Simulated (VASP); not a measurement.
Calculation: r2SCAN meta-GGA, VASP's PBE PAW potentials (set 64) (plane waves; VASP).

The input files of a VASP run:

**POSCAR**
```
GaAs
1
    0.0000000000     2.8321258993     2.8321258993
    2.8321258993     0.0000000000     2.8321258993
    2.8321258993     2.8321258993     0.0000000000
Ga As
1 1
Direct
  1.0000000000   1.0000000000   1.0000000000
  0.2500000000   0.2500000000   0.2500000000
```

INCAR:
```
# general
SYSTEM  = GaAs
PREC    = Accurate
ENCUT   = 400
LREAL   = F
LASPH   = T

# electronic loop
EDIFF   = 1E-8
NELM    = 100
ALGO    = Normal
LMAXMIX = 4
LMIXTAU = T

# smearing
ISMEAR  = 0
SIGMA   = 0.05

# functional
METAGGA = R2SCAN

# ions
IBRION  = 1
NSW     = 30
ISIF    = 2
EDIFFG  = -0.001

# output
LWAVE   = F
LCHARG  = F
```

KPOINTS:
```
Automatic mesh
0
Gamma
7 7 7
0 0 0
```

POTCAR, in this order: Ga_d As (PBE.64 set). Program: vasp_std.

What will the output report for the number of irreducible k-points (NKPTS), largest plane-wave count, number of space-group operations, FFT grid (NGX, NGY, NGZ)?

number of irreducible k-points (NKPTS): 20
largest plane-wave count: 869
number of space-group operations: 24
FFT grid (NGX, NGY, NGZ): 28 × 28 × 28

The compound is GaAs in the zinc blende structure. It was relaxed first. The start is the result of an earlier pass.
